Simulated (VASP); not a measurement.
```
CELL_PARAMETERS angstrom
      1.25500    -2.17372     0.00000
      1.25500     2.17372     0.00000
      0.00000     0.00000     4.07000
ATOMIC_POSITIONS crystal
  Co 0.33333 0.66667 0.25000
  Co 0.66667 0.33333 0.75000
```
Starting moments (μB, in the order of the record's atoms Co Co): 1.8 1.8.

The base run (VASP): PBE GGA, plane waves, VASP's PBE PAW potentials (set 64). Settings: 400 eV cut-off, 15×15×8 Γ-centred mesh, first-order Methfessel-Paxton smearing of 0.10 eV, potentials Co.

One setting is varied; ΔE counts from the base run. The base run took about 30 core-seconds. Times come from single runs on busy shared machines, so they are rough: good to a factor of about 2.

Pressures at a finite cut-off, here 400 eV, hold a Pulay part, which wasn't tested here.

```csv
setting,cost over the base run,electronic steps,bands,ΔE (meV/atom),pressure (GPa)
"ISPIN = 1, the spin start removed",…,…,13,256.8,…
MAGMOM = 0 0,within a factor of 2,12,13,256.8,-16.44
NUPDOWN = 0,within a factor of 2,12,15,256.8,-16.67
MAGMOM = 1.8 -1.8,within a factor of 2,14,13,240.1,-10.80
NUPDOWN = 2,within a factor of 2,12,15,132.7,-12.75
base run,reference,13,15,0.0,-5.40
NUPDOWN = 1,within a factor of 2,13,15,224.4,-15.58
NUPDOWN = 3,within a factor of 2,14,15,13.6,-7.47
MAGMOM = 3.8 3.8,within a factor of 2,13,17,0.0,-5.47
MAGMOM = 0.36 0.36,within a factor of 2,19,13,0.0,-5.38
```

Problem. Fill in the missing entries.

Solution. 
- ISPIN = 1, the spin start removed, cost over the base run: about 1/3
- ISPIN = 1, the spin start removed, electronic steps: 11
- ISPIN = 1, the spin start removed, pressure (GPa): -16.37

Left out are runs that failed, have no time on record or changed the cell.

The compound is Co in the hcp structure. The cell was not relaxed at this level.
